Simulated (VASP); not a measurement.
# Driving VASP from ASE on P2W

Do ASE scripts that read P2W from different structure formats give one answer, and do several routes find one equilibrium volume? All runs use PBEsol. Left out of this account: 2 further runs (self-consistent run: it stopped with no message; self-consistent run: a reference on another mesh). The start is a cell from a database of measured crystal structures.

Main program and level: VASP 6.6.1; PBEsol; plane waves and PAW (P, W).

This is a report of a sequence of runs, with most program output left out.

## (1) Set-up

It takes space group Cmc2_1 (No. 36, orthorhombic). The conventional cell has a = 3.165 Å, b = 11.160 Å, c = 4.973 Å, α = 90.00°, β = 90.00°, γ = 90.00°. Nearest to P lie 1 P at 2.15 Å and 4 W at 2.48 to 2.49 Å. P has 1 P at 2.15 Å and 3 W at 2.49 Å nearest. Nearest to W lie 7 P at 2.48 to 2.49 Å. Farther neighbours are not listed.

## (2) Self-consistent run (PBEsol, through ASE)

A single point through ASE, with the structure read from a POSCAR.

run.py

```python
import numpy as np
from ase.calculators.vasp import Vasp
from ase.io import read
from ase.dft.bandgap import bandgap

atoms = read('structure.vasp')

calc = Vasp(
    xc='pbesol',
    pp='PBE',
    prec='Accurate',
    encut=400,
    ediff=1e-06,
    nelm=100,
    ismear=-1,
    sigma=0.05,
    lreal=False,
    algo='Normal',
    nbands=22,
    lasph=True,
    lorbit=11,
    lwave=False,
    lcharg=False,
    kpar=4,
    isif=2,
    pp_version='64',
    setups={'P': '', 'W': ''},
    kpts=(10, 6, 10),
    gamma=True,
    txt='vasp.out',
)
atoms.calc = calc

print("energy (eV):", round(atoms.get_potential_energy(), 6))
print("Fermi level (eV):", round(calc.get_fermi_level(), 4))
print("forces (eV/A):")
print(np.round(atoms.get_forces(), 4))
print("stress (GPa, Voigt, tension positive):", np.round(atoms.get_stress() * 160.21766, 3))
gap, p1, p2 = bandgap(calc, direct=False)
print("gap on the mesh (eV):", round(gap, 4))
```

structure.vasp

```
P2W
1.0
    3.1649000000      0.0000000000      0.0000000000
    0.0000000000      0.0000000000      4.9732000000
    1.5824500000     -5.5799500000      0.0000000000
P W
4 2
Direct
    0.4299000000      0.1167000000      0.1402000000
    0.5701000000      0.6167000000      0.8598000000
    0.2980000000      0.8003000000      0.4040000000
    0.7020000000      0.3003000000      0.5960000000
    0.0931400000      0.0000000000      0.8137200000
    0.9068600000      0.5000000000      0.1862800000
```

PAW data sets: P and W (PBE family, release 64).

Command:

```sh
> export ASE_VASP_COMMAND="mpirun -np 4 vasp_std"
> python run.py
```

The job ended after 23 s (4 MPI ranks of AMD EPYC 9R45, shared host; peak memory 1 GiB; 78 s of CPU time).

The PAW data sets were made with PBE, which is usual practice but a small mismatch for other functionals. At this level the cell is under a tension of 2.4 GPa, so at these settings it is away from equilibrium. The data set W keeps the semicore shell frozen, which is cheaper and a little less accurate.

This step gave:

- SCF cycles: 14
- electrons: 32
- bands: 22
- irreducible k-points: 124
- symmetry operations: 4
- free energy (TOTEN): -53.6671 eV
- energy at zero smearing: -53.6618 eV
- Fermi energy: 9.134 eV
- pressure: -2.350 GPa
- metallic: yes

Force by atom:

```tsv
atom	x (eV/Å)	y (eV/Å)	z (eV/Å)	size
P1	0.000	0.100	0.129	0.164
P2	0.000	-0.100	0.129	0.164
P3	0.000	-0.137	-0.114	0.179
P4	0.000	0.137	-0.114	0.179
W5	0.000	0.019	-0.015	0.025
W6	0.000	-0.019	-0.015	0.025
```

The pressure is -2.35 GPa and the largest force 0.179 eV/Å, so the cell is not at a minimum at these settings.

## (3) Self-consistent run (PBEsol, through ASE), try 2

System of this step: P2W. Symmetry: Cmc2_1, No. 36, orthorhombic system. Conventional cell: a = 3.165 Å, b = 11.160 Å, c = 4.973 Å, α = 90.00°, β = 90.00°, γ = 90.00°. P has 1 P at 2.15 Å and 4 W at 2.48 to 2.49 Å nearest. P has 1 P at 2.15 Å and 3 W at 2.49 Å nearest. Nearest to W lie 7 P at 2.48 to 2.49 Å. Farther neighbours are not listed.

The single point through ASE, with the structure read from a CIF with its space group. The file expands to the conventional cell of 12 atoms, on a 7×2×5 mesh.

run.py: that of step 2 with these lines changed.

```diff
@@ -5,3 +5,3 @@
 
-atoms = read('structure.vasp')
+atoms = read('P2W.cif')
 
@@ -18,3 +18,3 @@
     algo='Normal',
-    nbands=22,
+    nbands=44,
     lasph=True,
@@ -27,3 +27,3 @@
     setups={'P': '', 'W': ''},
-    kpts=(10, 6, 10),
+    kpts=(7, 2, 5),
     gamma=True,
```

P2W.cif

```cif
data_P2W
_cell_length_a 3.16490000
_cell_length_b 11.15990000
_cell_length_c 4.97320000
_cell_angle_alpha 90.00000000
_cell_angle_beta 90.00000000
_cell_angle_gamma 90.00000000
_space_group_name_H-M_alt 'Cmc2_1'
_space_group_name_Hall 'C 2c -2'
_space_group_IT_number 36
loop_
_space_group_symop_operation_xyz
'x,y,z'
'-x,-y,z+1/2'
'-x,y,z'
'x,-y,z+1/2'
'x+1/2,y+1/2,z'
'-x+1/2,-y+1/2,z+1/2'
'-x+1/2,y+1/2,z'
'x+1/2,-y+1/2,z+1/2'
loop_
_atom_site_label
_atom_site_type_symbol
_atom_site_symmetry_multiplicity
_atom_site_Wyckoff_symbol
_atom_site_fract_x
_atom_site_fract_y
_atom_site_fract_z
_atom_site_occupancy
P1 P 4 a 0.5000000000 0.9299000000 0.3833000000 1
P2 P 4 a 0.5000000000 0.7980000000 0.6997000000 1
W1 W 4 a 0.5000000000 0.5931400000 0.5000000000 1
```

The job ended after 22 s (4 MPI ranks; peak memory 1 GiB).

The k-mesh is coarse for a metal. At this level the cell is under a tension of 2.3 GPa, so at these settings it is away from equilibrium.

This step gave:

- SCF cycles: 15
- electrons: 64
- bands: 44
- irreducible k-points: 24
- free energy (TOTEN): -107.3114 eV
- energy at zero smearing: -107.3004 eV
- Fermi energy: 9.105 eV
- pressure: -2.299 GPa

Force by atom:

```tsv
atom	x (eV/Å)	y (eV/Å)	z (eV/Å)	size
P1	0.000	0.108	-0.109	0.153
P2	0.000	-0.108	-0.109	0.153
P3	0.000	0.108	-0.109	0.153
P4	0.000	-0.108	-0.109	0.153
P5	0.000	-0.124	0.107	0.164
P6	0.000	0.124	0.107	0.164
P7	0.000	-0.124	0.107	0.164
P8	0.000	0.124	0.107	0.164
W9	0.000	-0.032	0.002	0.032
W10	0.000	0.032	0.002	0.032
W11	0.000	-0.032	0.002	0.032
W12	0.000	0.032	0.002	0.032
```

The energy lies +1.93 meV an atom from the first script, since this cell and mesh sample the zone at other points.

## (4) Relaxing cell and atoms (PBEsol, through ASE)

System of this step: P2W. The structure is orthorhombic, space group Cmc2_1 (No. 36). Conventional cell: a = 3.165 Å, b = 11.160 Å, c = 4.973 Å, α = 90.00°, β = 90.00°, γ = 90.00°. P has 1 P at 2.15 Å and 4 W at 2.48 to 2.49 Å nearest. Nearest to P lie 1 P at 2.15 Å and 3 W at 2.49 Å. Nearest to W lie 7 P at 2.48 to 2.49 Å. Farther neighbours are not listed.

Properties are meant for the cell that this level of theory prefers, so cell and atoms are relaxed first (ISIF = 3) until forces and stress are small; EDIFFG sets the threshold.

run.py: that of step 3 with these lines changed.

```diff
@@ -3,3 +3,2 @@
 from ase.io import read
-from ase.dft.bandgap import bandgap
 
@@ -18,3 +17,3 @@
     algo='Normal',
-    nbands=44,
+    nbands=22,
     lasph=True,
@@ -24,6 +23,9 @@
     kpar=4,
-    isif=2,
+    ibrion=2,
+    nsw=60,
+    isif=3,
+    ediffg=-0.01,
     pp_version='64',
     setups={'P': '', 'W': ''},
-    kpts=(7, 2, 5),
+    kpts=(10, 6, 10),
     gamma=True,
@@ -38,3 +40,5 @@
 print("stress (GPa, Voigt, tension positive):", np.round(atoms.get_stress() * 160.21766, 3))
-gap, p1, p2 = bandgap(calc, direct=False)
-print("gap on the mesh (eV):", round(gap, 4))
+print("cell (A, degrees):", np.round(atoms.cell.cellpar(), 4))
+print("volume (A^3):", round(atoms.get_volume(), 4))
+print("positions:")
+print(np.round(atoms.get_scaled_positions(), 5))
```

P2W.cif

```cif
data_P2W
_cell_length_a 3.16490000
_cell_length_b 4.97320000
_cell_length_c 5.79999914
_cell_angle_alpha 90.00000000
_cell_angle_beta 74.16688995
_cell_angle_gamma 90.00000000
_space_group_name_H-M_alt 'P1'
_space_group_name_Hall 'P 1'
_space_group_IT_number 1
loop_
_space_group_symop_operation_xyz
'x,y,z'
loop_
_atom_site_label
_atom_site_type_symbol
_atom_site_symmetry_multiplicity
_atom_site_Wyckoff_symbol
_atom_site_fract_x
_atom_site_fract_y
_atom_site_fract_z
_atom_site_occupancy
P1 P 1 a 0.4299000000 0.1167000000 0.1402000000 1
P2 P 1 a 0.5701000000 0.6167000000 0.8598000000 1
P3 P 1 a 0.2980000000 0.8003000000 0.4040000000 1
P4 P 1 a 0.7020000000 0.3003000000 0.5960000000 1
W1 W 1 a 0.0931400000 0.0000000000 0.8137200000 1
W2 W 1 a 0.9068600000 0.5000000000 0.1862800000 1
```

Elapsed: 75 s, on 4 MPI ranks; peak memory 1.1 GiB; 4.5 min of CPU time.

The run keeps the 4 symmetry operations of its start, so it cannot find a distortion of lower symmetry.

Relaxation path:

```tsv
step	energy less that of the first step (eV)	largest force (eV/Å)	pressure (GPa)	volume (Å³)
1	0.0000	0.1786	-2.35	87.83
2	0.0157	0.2306	4.73	85.13
3	-0.0090	0.1534	0.21	86.80
4	-0.0102	0.0734	-0.10	86.84
5	-0.0103	0.0629	-0.07	86.84
6	-0.0106	0.0226	-0.02	86.78
7	-0.0107	0.0289	-0.01	86.77
8	-0.0107	0.0062	0.01	86.75
```

```tsv
conventional cell, symmetrised	before	after	change
a (Å)	3.165	3.147	-0.6 %
b (Å)	11.160	11.139	-0.2 %
c (Å)	4.973	4.950	-0.5 %
volume (Å³/atom)	14.64	14.46	-1.2 %
```

The atoms that moved most (Å, as changes of fractional coordinates times the final cell):

```tsv
atom	dx	dy	dz	length
P4	0.000	-0.004	-0.012	0.013
P3	0.000	-0.004	0.012	0.013
```

The relaxed structure:

```cif
data_structure
_symmetry_space_group_name_H-M 'P 1'
_symmetry_Int_Tables_number 1
_cell_length_a 3.1469
_cell_length_b 4.9497
_cell_length_c 5.7873
_cell_angle_alpha 90.000
_cell_angle_beta 74.224
_cell_angle_gamma 90.000
_cell_volume 86.75
loop_
_atom_site_label
_atom_site_type_symbol
_atom_site_fract_x
_atom_site_fract_y
_atom_site_fract_z
_atom_site_occupancy
P1 P 0.42980 0.11710 0.14041 1
P2 P 0.57020 0.61710 0.85959 1
P3 P 0.29690 0.79950 0.40620 1
P4 P 0.70310 0.29950 0.59380 1
W5 W 0.09326 0.00041 0.81348 1
W6 W 0.90674 0.50041 0.18652 1
```

This step gave:

* electrons: 32
* bands: 22
* irreducible k-points: 124
* free energy (TOTEN): -53.6778 eV
* energy at zero smearing: -53.6727 eV
* Fermi energy: 9.290 eV
* pressure: 0.01338 GPa
* SCF cycles over all ionic steps: 49

It ends with a largest force of 0.006 eV/Å and a pressure of 0.01 GPa.

## (5) Equation of state by an ASE loop (PBEsol)

An ASE loop scales the volume and fits the energies, which gives the bulk modulus from energies alone.

run.py

```python
import numpy as np
from ase.calculators.vasp import Vasp
from ase.io import read
from ase.eos import EquationOfState
from ase.units import GPa

atoms = read('P2W.cif')

calc = Vasp(
    xc='pbesol',
    pp='PBE',
    prec='Accurate',
    encut=400,
    ediff=1e-06,
    nelm=100,
    ismear=-1,
    sigma=0.05,
    lreal=False,
    algo='Normal',
    nbands=22,
    lasph=True,
    lorbit=11,
    lwave=False,
    lcharg=False,
    kpar=4,
    isif=2,
    pp_version='64',
    setups={'P': '', 'W': ''},
    kpts=(10, 6, 10),
    gamma=True,
    txt='vasp.out',
)
atoms.calc = calc

cell, volumes, energies = atoms.get_cell(), [], []
for x in [0.94, 0.96, 0.98, 1.0, 1.02, 1.04, 1.06]:
    atoms.set_cell(cell * x ** (1 / 3), scale_atoms=True)
    volumes.append(atoms.get_volume())
    energies.append(atoms.get_potential_energy())
    print(f"{x:.2f}  V = {volumes[-1]:.4f} A^3  E = {energies[-1]:.6f} eV")
v0, e0, b0 = EquationOfState(volumes, energies, eos="birchmurnaghan").fit()
print(f"V0 = {v0:.4f} A^3  E0 = {e0:.6f} eV  B0 = {b0 / GPa:.2f} GPa")
```

P2W.cif is that of step 4.

Elapsed: 2.1 min, on 4 MPI ranks; peak memory 1 GiB.

Numbers from this step:

* bulk modulus: 225.3 GPa
* equilibrium volume of the fit: 14.48 Å³/atom

The fitted volume lies +0.18 % from the relaxed one.

## (6) Relaxation driven by ASE (PBEsol)

Here ASE drives the relaxation and calls VASP for forces and stress at each step.

run.py

```python
import numpy as np
from ase.calculators.vasp import Vasp
from ase import Atoms
from ase.optimize import BFGS
from ase.filters import FrechetCellFilter

atoms = Atoms(['P', 'P', 'P', 'P', 'W', 'W'],
              cell=[[3.1649, 0.0, 0.0], [0.0, 0.0, 4.9732], [1.58245, -5.57995, 0.0]],
              scaled_positions=[[0.4299, 0.1167, 0.1402], [0.5701, 0.6167, 0.8598], [0.298, 0.8003, 0.404], [0.702, 0.3003, 0.596], [0.09314, 0.0, 0.81372], [0.90686, 0.5, 0.18628]],
              pbc=True)

calc = Vasp(
    xc='pbesol',
    pp='PBE',
    prec='Accurate',
    encut=400,
    ediff=1e-06,
    nelm=100,
    ismear=-1,
    sigma=0.05,
    lreal=False,
    algo='Normal',
    nbands=22,
    lasph=True,
    lorbit=11,
    lwave=False,
    lcharg=False,
    kpar=4,
    isif=2,
    pp_version='64',
    setups={'P': '', 'W': ''},
    kpts=(10, 6, 10),
    gamma=True,
    txt='vasp.out',
)
atoms.calc = calc

BFGS(FrechetCellFilter(atoms)).run(fmax=0.02, steps=30)
print("cell (A, degrees):", np.round(atoms.cell.cellpar(), 4))
print("volume (A^3):", round(atoms.get_volume(), 4))
print("energy (eV):", round(atoms.get_potential_energy(), 6))
print("Fermi level (eV):", round(calc.get_fermi_level(), 4))
print("forces (eV/A):")
print(np.round(atoms.get_forces(), 4))
print("stress (GPa, Voigt, tension positive):", np.round(atoms.get_stress() * 160.21766, 3))
```

Wall time 2.7 min (4 MPI ranks); peak memory 1 GiB; 11 min of CPU time.

Numbers from this step:

```yaml
optimizer_steps: 8
volume_after_bfgs: 14.46 Å³/atom
```

## (7) The runs together

| run | atoms | mesh | energy (eV/atom) | pressure (GPa) |
| --- | --- | --- | --- | --- |
| ASE, structure read from a POSCAR | 6 | 10×6×10 | -8.94363 | -2.350 |
| ASE, structure read from a CIF with its space group | 12 | 7×2×5 | -8.94170 | -2.299 |

## (8) Summary of results

```json
{
 "energy, ASE, structure read from a POSCAR": "-8.94363 eV/atom",
 "energy, ASE, structure read from a CIF with its space group": "-8.94170 eV/atom",
 "volume from VASP's own relaxation": "14.46 Å³/atom",
 "volume from the fit of the ASE volume loop": "14.48 Å³/atom",
 "volume from BFGS in ASE": "14.46 Å³/atom"
}
```

**Reading.** With the structure read from a CIF with its space group, ASE's run differs from the first script by +1.9 meV an atom, on the larger cell and its own mesh. The routes to the equilibrium volume agree within 0.18 %. VASP's relaxation keeps the plane waves of its start, while ASE starts VASP afresh at each cell, and a loop at fixed shape can't relax anything but the volume.

[Lines on the potential files, build, host, timing and source positions are cut from VASP's logs without a mark.]

[Logs are printed without paths, hosts, clocks, repeated set-up lines and the standing remarks that a program may print on its own settings, such as how far it seeks lower states.]

[Hosts, paths, dates, database ids (printed as entryN), source tags and the programs' standing remarks are cut or masked in the printed files.]

[A measured line is paired with the nearest computed mode of its activity, which favours agreement.]
